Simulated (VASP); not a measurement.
Input of a VASP 6.6.1 run:

File INCAR:

```
SYSTEM = HgTe
PREC     = Accurate       ! precision mode
ENCUT    = 600            ! plane-wave cutoff, eV
EDIFF    = 1E-7           ! SCF threshold, eV
ISMEAR   = 0              ! smearing method
SIGMA    = 0.03           ! smearing width, eV
LREAL    = .False.        ! projectors in reciprocal space
LASPH    = .True.         ! aspherical terms in the spheres
NELM     = 80             ! most SCF steps
ALGO     = Normal         ! electronic algorithm
ISIF     = 2              ! what is computed and relaxed
LWAVE    = .False.        ! write WAVECAR
LCHARG   = .False.        ! write CHGCAR
GGA      = CA             ! functional
IBRION   = 2              ! ionic algorithm
NSW      = 40             ! ionic steps
EDIFFG   = -0.01          ! ionic threshold
```

Contents of KPOINTS:

```
regular mesh
0
Gamma
  10 10 10
  0 0 0
```

File POSCAR:

```
HgTe                                    
1.0
    0.0000000000      3.2024622725      3.2024622725
    3.2024622725      0.0000000000      3.2024622725
    3.2024622725      3.2024622725      0.0000000000
  Hg              Te            
     1     1
Direct
     0.0000000000000000    0.0000000000000000    0.0000000000000000
     0.2500000000000000    0.2500000000000000    0.2500000000000000
```

Potentials or basis: VASP PAW LDA potentials, release 64 (Hg, Te).

The run is started by

```bash
$ cat potpaw_LDA.64/Hg/POTCAR potpaw_LDA.64/Te/POTCAR > POTCAR
$ mpirun -np 1 vasp_std > vasp.out
```

Predict the band gap on the k mesh.

none (metal or under the smearing width).

Final structure:
```cif
data_structure
_symmetry_space_group_name_H-M 'P 1'
_symmetry_Int_Tables_number 1
_cell_length_a 4.5290
_cell_length_b 4.5290
_cell_length_c 4.5290
_cell_angle_alpha 60.000
_cell_angle_beta 60.000
_cell_angle_gamma 60.000
_cell_volume 65.69
loop_
_atom_site_label
_atom_site_type_symbol
_atom_site_fract_x
_atom_site_fract_y
_atom_site_fract_z
_atom_site_occupancy
Hg1 Hg 0.00000 0.00000 0.00000 1
Te1 Te 0.25000 0.25000 0.25000 1
```

Caveat: the relaxation stopped at its first step, so nothing moved. Spin-orbit coupling is left out, which matters for the levels of Hg, Te.
